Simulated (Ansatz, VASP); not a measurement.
# Cross-check of SnTe between VASP and Ansatz

Wanted: the spread between two codes on one cell, functional and k mesh. The cell is taken from a series of runs on this material, whose earlier steps may have relaxed, scaled, displaced or heated it; both programs get it as it stands.

Method: plane waves, with VASP 6.6.1 beside it; zone-centre phonons at LDA, in Ansatz 0.2.0.

### 1. The structure

It takes space group I4/mmm (No. 139, tetragonal). The conventional cell has a = 4.586 Å, b = 4.586 Å, c = 6.224 Å, α = 90.00°, β = 90.00°, γ = 90.00°. Sn has 6 Te at 3.11 to 3.24 Å nearest. Te has 6 Sn at 3.11 to 3.24 Å nearest. Farther neighbours and most contacts between anions are not listed.

Coordinates:

```xyz
2
Lattice="0.0000 3.2426 3.1121 3.2426 0.0000 3.1121 3.2426 3.2426 0.0000" Properties=species:S:1:pos:R:3 pbc="T T T"
Sn    0.0000    0.0000    0.0000
Te    3.2426    3.2426    3.1121
```

### 2. VASP: zone-centre phonons, LDA

Second derivatives magnify differences that forces hide, and they need a tight electronic threshold.

Lines of VASP's logs that name or quote its potential files are left out, and so is its time.

Contents of INCAR:

```
SYSTEM = SnTe
PREC = Accurate
ENCUT = 500
EDIFF = 1E-08
NELM = 120
ISMEAR = 0
SIGMA = 0.01
LREAL = .FALSE.
ALGO = Normal
GGA = CA
NBANDS = 16
LORBIT = 11
LWAVE = .FALSE.
LCHARG = .FALSE.
ISIF = 2
IBRION = 8
LASPH = .TRUE.
GGA_COMPAT = .FALSE.
KPAR = 2
```

Contents of POSCAR:

```
SnTe
1.0
    0.0000000000      3.2425590372      3.1121361635
    3.2425590372      0.0000000000      3.1121361635
    3.2425590372      3.2425590372      0.0000000000
Sn Te
1 1
Direct
    0.0000000000      0.0000000000      0.0000000000
    0.5000000000      0.5000000000      0.5000000000
```

Contents of KPOINTS:

```
Automatic mesh
0
Gamma
12 12 12
0 0 0
```

PAW data sets: Sn_d and Te (LDA family, release 64).

Run with:

```sh
> mpirun -np 2 vasp_std
```

Numbers of over 12 decimals in the logs are rounded to 6 here.

What it wrote:

```text
[banner, memory and clock lines left out]
running    2 mpi-ranks, on    1 nodes
 distrk:  each k-point on    1 cores,    2 groups
 distr:  one band on    1 cores,    1 groups

 POSCAR found type information on POSCAR SnTe
 POSCAR found :  2 types and       2 ions
 LDA part: xc-table for (Slater(with rela. corr.)+CA(PZ))
 , standard interpolation
 POSCAR, INCAR and KPOINTS ok, starting setup
 FFT: planning ... GRIDC
 FFT: planning ... GRID_SOFT
 FFT: planning ... GRID
 WAVECAR not read
 entering main loop
       N       E                     dE             d eps       ncg     rms          rms(c)
DAV:   1     0.121821743105E+03    0.12182E+03   -0.93906E+03  5288   0.137E+03
DAV:   2     0.181235734734E+01   -0.12001E+03   -0.11721E+03  5720   0.347E+02
DAV:   3    -0.853857937210E+01   -0.10351E+02   -0.10323E+02  6584   0.894E+01
DAV:   4    -0.882378887259E+01   -0.28521E+00   -0.28515E+00  6352   0.162E+01
DAV:   5    -0.883672252734E+01   -0.12934E-01   -0.12933E-01  7880   0.318E+00    0.411E+00
DAV:   6    -0.876239163430E+01    0.74331E-01   -0.17335E-01  7272   0.277E+00    0.263E+00
DAV:   7    -0.875776320525E+01    0.46284E-02   -0.46164E-02  6776   0.109E+00    0.845E-01
DAV:   8    -0.875701139785E+01    0.75181E-03   -0.59051E-03  6664   0.629E-01    0.138E-01
DAV:   9    -0.875700348170E+01    0.79162E-05   -0.60605E-04  7616   0.197E-01    0.405E-02
DAV:  10    -0.875699638519E+01    0.70965E-05   -0.42281E-05  6704   0.490E-02    0.298E-02
DAV:  11    -0.875699479501E+01    0.15902E-05   -0.19742E-05  7080   0.305E-02    0.157E-02
DAV:  12    -0.875699494689E+01   -0.15188E-06   -0.16446E-06  6296   0.749E-03    0.118E-02
DAV:  13    -0.875699492143E+01    0.25464E-07   -0.33896E-08  7064   0.140E-03    0.802E-03
DAV:  14    -0.875699487817E+01    0.43256E-07   -0.18777E-07  7040   0.399E-03    0.596E-04
DAV:  15    -0.875699487973E+01   -0.15602E-08   -0.13955E-08  5056   0.716E-04
   1 F= -.87569949E+01 E0= -.87569949E+01  d E =-.235632E-10
 Linear response reoptimize wavefunctions to high precision
DAV:   1    -0.875699487945E+01    0.28194E-09   -0.22427E-09  4776   0.589E-04
DAV:   2    -0.875699487949E+01   -0.37289E-10   -0.21581E-10  3584   0.101E-04
 Linear response DOF=           4
 Linear response progress:
  Degree of freedom:   1/  4
       N       E                     dE             d eps       ncg     rms          rms(c)
RMM:   1    -0.218164770815E+00   -0.21816E+00    0.29536E-01 10857   0.105E+01
RMM:   2    -0.223407384777E+00   -0.52426E-02   -0.12257E-02 15744   0.877E-01    0.681E-02
RMM:   3    -0.223315669897E+00    0.91715E-04   -0.99985E-04 17504   0.249E-01    0.349E-02
RMM:   4    -0.223087591522E+00    0.22808E-03   -0.80399E-05 17637   0.718E-02    0.930E-03
RMM:   5    -0.223064526940E+00    0.23065E-04   -0.78941E-06 17987   0.225E-02    0.423E-03
RMM:   6    -0.223065969999E+00   -0.14431E-05   -0.11009E-06 18039   0.770E-03    0.169E-03
RMM:   7    -0.223069103800E+00   -0.31338E-05   -0.27962E-07 18223   0.295E-03    0.486E-04
RMM:   8    -0.223066312721E+00    0.27911E-05    0.11033E-07 17598   0.135E-03    0.139E-04
RMM:   9    -0.223066491447E+00   -0.17873E-06    0.17281E-07 18783   0.567E-04    0.878E-05
RMM:  10    -0.223066357867E+00    0.13358E-06    0.25419E-07 18597   0.271E-04    0.659E-05
RMM:  11    -0.223065795966E+00    0.56190E-06    0.24531E-07 18179   0.157E-04    0.101E-04
RMM:  12    -0.223065992463E+00   -0.19650E-06    0.15236E-07 17493   0.864E-05    0.730E-05
RMM:  13    -0.223065926144E+00    0.66320E-07    0.90611E-08 17521   0.489E-05    0.371E-05
RMM:  14    -0.223065895297E+00    0.30846E-07    0.52164E-08 18143   0.300E-05    0.230E-05
RMM:  15    -0.223065862331E+00    0.32966E-07    0.23865E-08 16504   0.209E-05    0.312E-06
RMM:  16    -0.223065856879E+00    0.54521E-08    0.12451E-08 14968   0.157E-05    0.230E-06
 first order change of Fermi-energy   0.12056E-02
 force on displaced ion       1 direction 1 :   0.778   0.000   0.000
 Linear response progress:
  Degree of freedom:   2/  4
       N       E                     dE             d eps       ncg     rms          rms(c)
RMM:   1    -0.218728399370E+00   -0.21873E+00    0.26549E-01  6348   0.101E+01
RMM:   2    -0.223803695733E+00   -0.50753E-02   -0.12387E-02  9114   0.877E-01    0.912E-02
RMM:   3    -0.223611771445E+00    0.19192E-03   -0.99358E-04 10105   0.248E-01    0.480E-02
RMM:   4    -0.223298473828E+00    0.31330E-03   -0.97439E-05  9961   0.776E-02    0.786E-03
RMM:   5    -0.223295188688E+00    0.32851E-05   -0.83447E-06 10269   0.236E-02    0.383E-03
RMM:   6    -0.223302041639E+00   -0.68530E-05   -0.14246E-06 10255   0.860E-03    0.146E-03
RMM:   7    -0.223302262339E+00   -0.22070E-06   -0.34868E-07 10527   0.336E-03    0.889E-04
RMM:   8    -0.223300754017E+00    0.15083E-05   -0.43801E-08 10423   0.149E-03    0.237E-04
RMM:   9    -0.223300357471E+00    0.39655E-06    0.94518E-08 10815   0.682E-04    0.242E-04
RMM:  10    -0.223300237531E+00    0.11994E-06    0.30588E-07 10886   0.342E-04    0.199E-04
RMM:  11    -0.223300311913E+00   -0.74382E-07    0.37548E-07 11268   0.180E-04    0.421E-04
RMM:  12    -0.223299985705E+00    0.32621E-06    0.21743E-07 10202   0.111E-04    0.117E-04
RMM:  13    -0.223299879857E+00    0.10585E-06    0.10442E-07 10864   0.622E-05    0.262E-05
RMM:  14    -0.223299854003E+00    0.25854E-07    0.48985E-08 11036   0.344E-05    0.103E-05
RMM:  15    -0.223299816975E+00    0.37028E-07    0.25907E-08 10166   0.230E-05    0.533E-06
RMM:  16    -0.223299815822E+00    0.11530E-08    0.12665E-08  9170   0.158E-05    0.221E-06
 first order change of Fermi-energy   0.35831E-02
 force on displaced ion       1 direction 3 :   0.000   0.000   0.103
 Linear response progress:
  Degree of freedom:   3/  4
       N       E                     dE             d eps       ncg     rms          rms(c)
RMM:   1    -0.485269736975E-01   -0.48527E-01    0.62744E-02 19179   0.823E-01
RMM:   2    -0.490337191187E-01   -0.50675E-03   -0.19923E-03 16857   0.208E-01    0.520E-02
RMM:   3    -0.491874491608E-01   -0.15373E-03   -0.15870E-04 17099   0.585E-02    0.410E-02
RMM:   4    -0.494020524967E-01   -0.21460E-03   -0.23660E-05 16971   0.269E-02    0.548E-03
RMM:   5    -0.494188111388E-01   -0.16759E-04   -0.86475E-07 17455   0.640E-03    0.276E-03
RMM:   6    -0.494156646030E-01    0.31465E-05   -0.83388E-08 16758   0.179E-03    0.505E-04
RMM:   7    -0.494148310661E-01    0.83354E-06   -0.31166E-08 17733   0.397E-04    0.141E-04
RMM:   8    -0.494149859976E-01   -0.15493E-06    0.40505E-07 17438   0.135E-04    0.336E-05
RMM:   9    -0.494148227630E-01    0.16323E-06    0.57059E-07 18102   0.434E-05    0.145E-05
RMM:  10    -0.494148854665E-01   -0.62703E-07    0.27833E-08 17716   0.158E-05    0.262E-06
RMM:  11    -0.494148761913E-01    0.92751E-08    0.43696E-08 16337   0.823E-06    0.167E-06
 first order change of Fermi-energy  -0.10087E-02
 force on displaced ion       2 direction 1 :   0.803   0.000   0.000
 Linear response progress:
  Degree of freedom:   4/  4
       N       E                     dE             d eps       ncg     rms          rms(c)
RMM:   1    -0.484045274015E-01   -0.48405E-01    0.68368E-02 11160   0.875E-01
RMM:   2    -0.491006814261E-01   -0.69615E-03   -0.20478E-03  9812   0.215E-01    0.712E-02
RMM:   3    -0.492610138316E-01   -0.16033E-03   -0.14353E-04  9926   0.582E-02    0.518E-02
RMM:   4    -0.495174872999E-01   -0.25647E-03   -0.29328E-05  9775   0.317E-02    0.528E-03
RMM:   5    -0.495172185959E-01    0.26870E-06   -0.10726E-06 10087   0.771E-03    0.313E-03
RMM:   6    -0.495157279840E-01    0.14906E-05   -0.86908E-08  9841   0.208E-03    0.625E-04
RMM:   7    -0.495151502858E-01    0.57770E-06    0.31021E-08 10300   0.411E-04    0.144E-04
RMM:   8    -0.495153822622E-01   -0.23198E-06    0.14971E-07  9881   0.152E-04    0.327E-05
RMM:   9    -0.495151997024E-01    0.18256E-06    0.37191E-07 10598   0.486E-05    0.260E-05
RMM:  10    -0.495152690618E-01   -0.69359E-07    0.13078E-07 10478   0.155E-05    0.359E-06
RMM:  11    -0.495152519558E-01    0.17106E-07    0.41763E-08  9870   0.767E-06    0.138E-06
RMM:  12    -0.495152487611E-01    0.31948E-08    0.21347E-09  6992   0.446E-06    0.405E-07
 first order change of Fermi-energy  -0.34715E-02
 force on displaced ion       2 direction 3 :   0.000   0.000   0.119
 Linear response finished
```

From OUTCAR (step 2):

```text
ion  position               nearest neighbor table
   1  0.000  0.000  0.000-   2 3.11   2 3.11   2 3.24   2 3.24   2 3.24   2 3.24
   2  0.500  0.500  0.500-   1 3.11   1 3.11   1 3.24   1 3.24   1 3.24   1 3.24

  LATTYP: Found a body centered tetragonal cell.
 ALAT       =     4.5856709672
 C/A-ratio  =     1.3573307748

 Subroutine GETGRP returns: Found 16 space group operations
 (whereof 16 operations were pure point group operations)

The static configuration has the point symmetry D_4h.

 Found    163 irreducible k-points:

   k-points           NKPTS =    163   k-points in BZ     NKDIM =    163   number of bands    NBANDS=     16

   dimension x,y,z NGX =    36 NGY =   36 NGZ =   36
   dimension x,y,z NGXF=    72 NGYF=   72 NGZF=   72

   ENCUT  =  500.0 eV  36.75 Ry    6.06 a.u.   8.19  8.19  8.36*2*pi/ulx,y,z

   NELECT =      20.0000    total number of electrons

 k-points in reciprocal lattice and weights: Automatic mesh
   0.00000000  0.00000000  0.00000000       0.001
   0.08333333  0.00000000  0.00000000       0.005
   0.16666667  0.00000000  0.00000000       0.005
   0.25000000  0.00000000  0.00000000       0.005
   0.33333333  0.00000000  0.00000000       0.005
   0.41666667  0.00000000  0.00000000       0.005
   0.50000000  0.00000000  0.00000000       0.002
   0.08333333  0.08333333  0.00000000       0.001
   0.16666667  0.08333333  0.00000000       0.005
[...]
-0.33333333  0.16666667  0.50000000       0.002
  -0.25000000  0.25000000  0.50000000       0.001

 average (electrostatic) potential at core
       1-100.9803       2 -89.1588

  Total       -1.8611394     -1.8611394      0.0276057      0.0000000     -0.0000000      0.0000000
  in kB      -45.5643445    -45.5643445      0.6758408      0.0000000     -0.0000000      0.0000000
  external PRESSURE =     -30.1509494 kB  Pullay stress =       0.0000000 kB

  energy-cutoff  :      500.00
  volume of cell :       65.44
      direct lattice vectors                 reciprocal lattice vectors
     0.000000000  3.242559037  3.112136164    -0.154199197  0.154199197  0.160661351
     3.242559037  0.000000000  3.112136164     0.154199197 -0.154199197  0.160661351
     3.242559037  3.242559037  0.000000000     0.154199197  0.154199197 -0.160661351

 POSITION                                       TOTAL-FORCE (eV/Angst)
 -----------------------------------------------------------------------------------
      0.00000      0.00000      0.00000         0.000000      0.000000      0.000000
      3.24256      3.24256      3.11214         0.000000     -0.000000      0.000000
 -----------------------------------------------------------------------------------
    total drift:                               -0.000000      0.000000      0.000000

 Eigenvectors and eigenvalues of the dynamical matrix
 ----------------------------------------------------

   1 f  =    0.025094 THz     0.157668 2PiTHz    0.837036 cm-1     0.103779 meV
             X         Y         Z           dx          dy          dz
      0.000000  0.000000  0.000000     0.000000    0.000000   -0.720913
      3.242559  3.242559  3.112136     0.000000    0.000000   -0.693026

   2 f  =    0.014047 THz     0.088257 2PiTHz    0.468544 cm-1     0.058092 meV
             X         Y         Z           dx          dy          dz
      0.000000  0.000000  0.000000     0.001051   -0.699913   -0.000000
      3.242559  3.242559  3.112136     0.001073   -0.714227   -0.000000

   3 f  =    0.014047 THz     0.088257 2PiTHz    0.468544 cm-1     0.058092 meV
             X         Y         Z           dx          dy          dz
      0.000000  0.000000  0.000000     0.699913    0.001051    0.000000
      3.242559  3.242559  3.112136     0.714227    0.001073    0.000000

   4 f/i=    0.664051 THz     4.172354 2PiTHz   22.150351 cm-1     2.746292 meV
             X         Y         Z           dx          dy          dz
      0.000000  0.000000  0.000000     0.000000   -0.000000   -0.693026
      3.242559  3.242559  3.112136    -0.000000   -0.000000    0.720913

   5 f/i=    1.771656 THz    11.131640 2PiTHz   59.096067 cm-1     7.326975 meV
             X         Y         Z           dx          dy          dz
      0.000000  0.000000  0.000000    -0.298440   -0.648887    0.000000
      3.242559  3.242559  3.112136     0.292458    0.635883   -0.000000

   6 f/i=    1.771656 THz    11.131640 2PiTHz   59.096067 cm-1     7.326975 meV
             X         Y         Z           dx          dy          dz
      0.000000  0.000000  0.000000     0.648887   -0.298440    0.000000
      3.242559  3.242559  3.112136    -0.635883    0.292458   -0.000000

 ELASTIC MODULI CONTR FROM IONIC RELAXATION (kBar)
 Direction    XX          YY          ZZ          XY          YZ          ZX
 --------------------------------------------------------------------------------
 XX           0.0000      0.0000      0.0000      0.0000      0.0000      0.0000
 YY           0.0000      0.0000      0.0000      0.0000      0.0000      0.0000
 ZZ           0.0000      0.0000      0.0000      0.0000      0.0000      0.0000
 XY           0.0000      0.0000      0.0000      0.0000      0.0000      0.0000
 YZ           0.0000      0.0000      0.0000      0.0000      0.0000      0.0000
 ZX           0.0000      0.0000      0.0000      0.0000      0.0000      0.0000
 --------------------------------------------------------------------------------
```

(Part 1 of 2 ends here.)

[Lines on the potential files, build, host, timing and source positions are cut from VASP's logs without a mark.]

[Logs are printed without paths, hosts, clocks, repeated set-up lines and the standing remarks that a program may print on its own settings, such as how far it seeks lower states.]

[Hosts, paths, dates, database ids (printed as entryN), source tags and the programs' standing remarks are cut or masked in the printed files.]
